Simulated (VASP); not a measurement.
Y (hcp): the lattice constant a from VASP (plane waves, PAW) at several levels of theory. Static lattice.  The measured value holds thermal and zero-point effects that the static calculation lacks.

```json
[
 {"level": "LDA", "lattice constant a (Å)": "3.529", "error against measurement": "-3.3 %"},
 {"level": "PBE", "lattice constant a (Å)": "3.655", "error against measurement": "+0.2 %"},
 {"level": "RPBE", "lattice constant a (Å)": "3.698", "error against measurement": "+1.4 %"}
]
```

Measured: 3.648 Å at 293 K (as given by Wikipedia, Yttrium (infobox)).

The cell of the LDA run:

Space group P6₃/mmc (No. 194); a = b = 3.529 Å, c = 5.529 Å, α = β = 90.00°, γ = 120.00°

```
atom  site  symmetry       x       y       z
----  ----  --------  ------  ------  ------
Y       2c      -6m2  0.3333  0.6667  0.2500
```

Only levels that ran to the end are used. Left out are those held back, those with too coarse a band path, GW runs whose mesh misses a band edge, hybrids' fits of cells that aren't cubic and levels without matching references; a question may draw on a part of the rest.

The compound is Y in the hcp structure.
